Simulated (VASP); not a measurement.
A run of VASP 6.6.1:

File INCAR:

```
SYSTEM = ZrSiRu
PREC = Accurate ; ENCUT = 520
EDIFF = 1E-7 ; ISMEAR = 0
SIGMA = 0.1 ; LREAL = .FALSE.
LASPH = .TRUE. ; NELM = 100
ALGO = Fast ; ISIF = 2
LWAVE = .FALSE. ; LCHARG = .FALSE.
GGA = PE ; NBANDS = 55
```

Contents of KPOINTS:

```
Automatic mesh
0
G
  3 3 3
  0 0 0
```

POSCAR

```
ZrSiRu
1.0
    4.9663050000      0.4538730000      0.1529470000
   -0.6630080000      6.4181590000     -0.6530500000
   -0.4431050000      0.1711450000      4.9684060000
Ru Zr Si
3 3 3
Direct
    0.7573544724      0.6972421334      0.0966863176
    0.2504443989      0.8123551024      0.0477772509
    0.1083136655      0.0171182632      0.4833598204
    0.0320103946      0.2988599784      0.0746997357
    0.6282495175      0.0213054003      0.7411788837
    0.7689292002      0.4769768375      0.5742125964
    0.2653063841      0.3496211874      0.6550248311
    0.3302984581      0.6889192411      0.5662696551
    0.5117681129      0.2280466352      0.1589979679
```

Potentials or basis: VASP PAW PBE potentials, release 64 (Ru_pv, Zr_sv, Si).

Command:

```console
$ cat potpaw_PBE.64/Ru_pv/POTCAR potpaw_PBE.64/Zr_sv/POTCAR potpaw_PBE.64/Si/POTCAR > POTCAR
$ mpirun -np 1 vasp_std > vasp.out
```

Hardware: 1 thread of Intel(R) Xeon(R) 6975P-C (Granite Rapids), on a shared host.

Q: How long does it take, and how much memory?

A: It took 2.4 min on 1 thread of Intel(R) Xeon(R) 6975P-C (Granite Rapids) (shared host), peak memory 0.31 GiB. Counts: scf iterations 26, k points 14.
